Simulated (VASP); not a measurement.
Input:

```
CELL_PARAMETERS angstrom
      2.78792     0.00000     0.00000
      0.00000     2.78792     0.00000
      0.00000     0.00000    26.91510
ATOMIC_POSITIONS crystal
  Pt 0.00000 0.50000 0.31689
  Pt 0.50000 0.00000 0.39014
  Pt 0.00000 0.50000 0.46338
  Pt 0.50000 0.00000 0.53662
  Pt 0.00000 0.50000 0.60986
  Pt 0.50000 0.00000 0.68311
```

Calculation: r2SCAN meta-GGA, VASP's PBE PAW potentials (set 64) (plane waves; VASP). Settings: PREC = Normal, EDIFF = 1E-5, 400 eV cut-off, 10×10×1 Γ-centred mesh, first-order Methfessel-Paxton smearing of 0.10 eV, potentials Pt.

**Question.** The ions are relaxed. Give the cell that the relaxation ends in.

**Answer.** 
```
CELL_PARAMETERS angstrom
      2.78792     0.00000     0.00000
      0.00000     2.78792     0.00000
      0.00000     0.00000    26.91510
ATOMIC_POSITIONS crystal
  Pt 0.00000 0.50000 0.31868
  Pt 0.50000 0.00000 0.39019
  Pt 0.00000 0.50000 0.46335
  Pt 0.50000 0.00000 0.53665
  Pt 0.00000 0.50000 0.60981
  Pt 0.50000 0.00000 0.68132
```

**Question.** How much energy does the relaxation gain?

**Answer.** The energy (σ→0) changes by -3.0 meV/atom, in 11 ionic steps.

```csv
step,E(σ→0) (eV),max force (eV/Å),pressure (GPa),volume (Å³)
1,-306.9810,0.274,-1.50,209.20
2,-306.9929,0.167,-2.64,209.20
3,-306.9937,0.139,-2.60,209.20
4,-306.9945,0.125,-2.52,209.20
5,-306.9967,0.078,-2.37,209.20
6,-306.9968,0.074,-2.33,209.20
7,-306.9975,0.045,-2.28,209.20
8,-306.9985,0.063,-2.09,209.20
9,-306.9990,0.036,-2.00,209.20
10,-306.9991,0.031,-1.92,209.20
11,-306.9993,0.017,-1.87,209.20
```

The cell is a thin slab with vacuum, built from Pt (fcc): (100) face.
